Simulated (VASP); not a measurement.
These are r2SCAN meta-GGA, VASP's PBE PAW potentials (set 64) (plane waves; VASP 6.6.1) values and carry that method's errors.

Input for VASP

### POSCAR
```
ZnO
1
    3.2437349739     0.0000000000     0.0000000000
   -1.6218674870     2.8091573257     0.0000000000
    0.0000000000     0.0000000000     5.2012619199
Zn O
2 2
Direct
  0.3333330000   0.6666670000   0.0001699753
  0.6666670000   0.3333330000   0.5001699753
  0.3333330000   0.6666670000   0.3818300247
  0.6666670000   0.3333330000   0.8818300247
```

### KPOINTS
```
Regular mesh
0
G
  7 7 4
```

### INCAR
```
METAGGA  =  R2SCAN
LMIXTAU  =  T
ISIF  =  3   # ions, shape and volume
LWAVE  =  F
PREC  =  Accurate
EDIFFG  =  -0.02   # ionic stop
NELM  =  100   # most electronic steps
SYSTEM  =  ZnO
NSW  =  60   # most ionic steps
LMAXMIX  =  4   # l cut-off of mixed one-centre charges
LREAL  =  F   # projection in real space or not
IBRION  =  2   # conjugate gradients
ALGO  =  Normal
LASPH  =  T   # aspherical one-centre terms
ENCUT  =  530   # plane-wave cut-off (eV)
EDIFF  =  1E-6   # SCF stop (eV)
ISMEAR  =  0   # Gaussian
SIGMA  =  0.05
LCHARG  =  F
```

POTCAR, in this order: Zn O (PBE.64 set). Program: vasp_std.

The run wrote:

OSZICAR:
```
       N       E                     dE             d eps       ncg     rms          rms(c)
DAV:   1     0.272007444457E+03    0.27201E+03   -0.19753E+04  1064   0.250E+03
DAV:   2    -0.154322121871E+02   -0.28744E+03   -0.27731E+03  1140   0.461E+02
DAV:   3    -0.460036286044E+02   -0.30571E+02   -0.30361E+02  1242   0.159E+02
DAV:   4    -0.465859516170E+02   -0.58232E+00   -0.58157E+00  1176   0.233E+01
DAV:   5    -0.465901523533E+02   -0.42007E-02   -0.42006E-02  1218   0.191E+00    0.148E+01
DAV:   6    -0.378436548374E+02    0.87465E+01   -0.76083E+00  1738   0.734E+01    0.103E+01
DAV:   7    -0.357396229530E+02    0.21040E+01   -0.31765E+00  1056   0.173E+01    0.522E+00
DAV:   8    -0.390299087762E+02   -0.32903E+01   -0.91608E-01  1304   0.227E+01    0.134E+00
DAV:   9    -0.357647410894E+02    0.32652E+01   -0.91152E-01  1268   0.191E+01    0.116E+00
DAV:  10    -0.362930124082E+02   -0.52827E+00   -0.32134E-01  1056   0.588E+00    0.254E-01
DAV:  11    -0.362939550963E+02   -0.94269E-03   -0.93758E-03  1320   0.997E-01    0.398E-01
DAV:  12    -0.363072724375E+02   -0.13317E-01   -0.18108E-03  1248   0.130E+00    0.203E-01
DAV:  13    -0.363041755677E+02    0.30969E-02   -0.25147E-02  1068   0.629E+00    0.108E+00
DAV:  14    -0.363142244594E+02   -0.10049E-01   -0.65614E-03  1256   0.153E+00    0.106E+00
DAV:  15    -0.363171535513E+02   -0.29291E-02   -0.21801E-03  1200   0.560E-01    0.100E+00
DAV:  16    -0.363181900501E+02   -0.10365E-02   -0.42985E-04  1168   0.309E-01    0.988E-01
DAV:  17    -0.363177131062E+02    0.47694E-03   -0.89925E-04  1206   0.101E+00    0.758E-01
DAV:  18    -0.363171232098E+02    0.58990E-03   -0.70211E-04  1314   0.976E-01    0.502E-01
DAV:  19    -0.363169129274E+02    0.21028E-03   -0.85635E-04  1600   0.812E-01    0.262E-01
DAV:  20    -0.363169125545E+02    0.37284E-06   -0.30293E-04  1414   0.184E-01    0.199E-01
DAV:  21    -0.363169117763E+02    0.77823E-06   -0.11963E-05  1174   0.302E-02    0.177E-01
DAV:  22    -0.363169489523E+02   -0.37176E-04   -0.33796E-05  1366   0.997E-02    0.109E-01
DAV:  23    -0.363169540800E+02   -0.51277E-05   -0.16515E-05  1564   0.101E-01    0.501E-02
DAV:  24    -0.363169595162E+02   -0.54362E-05   -0.16714E-05  1458   0.104E-01    0.104E-02
DAV:  25    -0.363169619618E+02   -0.24456E-05   -0.55110E-06  1056   0.241E-02    0.604E-03
DAV:  26    -0.363169619106E+02    0.51175E-07   -0.10627E-07   528   0.523E-03
   1 F= -.36316962E+02 E0= -.36316962E+02  d E =-.363170E+02
       N       E                     dE             d eps       ncg     rms          rms(c)
DAV:   1    -0.363248265666E+02   -0.78646E-02   -0.13066E-01  1254   0.697E+00    0.640E-01
DAV:   2    -0.363178390010E+02    0.69876E-02   -0.27129E-02  1356   0.341E+00    0.244E-01
DAV:   3    -0.363171006999E+02    0.73830E-03   -0.55737E-04  1396   0.666E-01    0.141E-01
DAV:   4    -0.363168005567E+02    0.30014E-03   -0.58337E-04  1486   0.475E-01    0.162E-02
DAV:   5    -0.363170128301E+02   -0.21227E-03   -0.52004E-04  1056   0.283E-01    0.161E-02
DAV:   6    -0.363170665513E+02   -0.53721E-04   -0.27375E-05  1056   0.492E-02    0.453E-03
DAV:   7    -0.363170614848E+02    0.50666E-05   -0.35170E-06  1050   0.299E-02    0.179E-03
DAV:   8    -0.363170715754E+02   -0.10091E-04   -0.28637E-06   736   0.261E-02    0.353E-03
DAV:   9    -0.363170629885E+02    0.85868E-05   -0.14658E-06   672   0.177E-02    0.444E-04
DAV:  10    -0.363170651413E+02   -0.21527E-05   -0.14284E-07   528   0.488E-03    0.509E-04
DAV:  11    -0.363170653262E+02   -0.18487E-06   -0.28868E-08   528   0.134E-03
   2 F= -.36317065E+02 E0= -.36317065E+02  d E =-.103416E-03
```

OUTCAR:
```
------------------------ aborting loop because EDIFF is reached ----------------------------------------
  FORCE on cell =-STRESS in cart. coord.  units (eV):
  Direction    XX          YY          ZZ          XY          YZ          ZX
  --------------------------------------------------------------------------------------
  Total       -0.0745955     -0.0745955     -0.0175017      0.0000000      0.0000000      0.0000000
  in kB       -2.5104857     -2.5104864     -0.5890140      0.0000000      0.0000000      0.0000000
  external PRESSURE =      -1.8699954 kB  Pullay stress =       0.0000000 kB
  volume of cell :       47.61
      direct lattice vectors                 reciprocal lattice vectors
     3.247666067 -0.000000000  0.000000000     0.307913431  0.177773874  0.000000000
    -1.623833034  2.812561754  0.000000000     0.000000000  0.355547749  0.000000000
     0.000000000  0.000000000  5.211850710     0.000000000  0.000000000  0.191870423
  FREE ENERGIE OF THE ION-ELECTRON SYSTEM (eV)
  ---------------------------------------------------
  free  energy   TOTEN  =       -36.3170653262 eV

  energy  without entropy=      -36.3170653262  energy(sigma->0) =      -36.31706533

 reached required accuracy - stopping structural energy minimisation
```
(Selected blocks of OUTCAR.)

**CONTCAR**
```
ZnO
   1.00000000000000
     3.2476660669138595   -0.0000000000000700    0.0000000000000000
    -1.6238330335070508    2.8125617536967873    0.0000000000000000
     0.0000000000000000    0.0000000000000000    5.2118507102050176
  Zn              O
     2     2
Direct
     0.3333330000000032    0.6666669999999968    0.0003293011609252
     0.6666669999999968    0.3333330000000032    0.5003293011609252
     0.3333330000000032    0.6666669999999968    0.3816706988390727
     0.6666669999999968    0.3333330000000032    0.8816706988390727
```

The compound is ZnO in the wurtzite structure. This run relaxes it. Symmetry was kept, so distortions that lower it aren't found. The start is the result of an earlier pass.
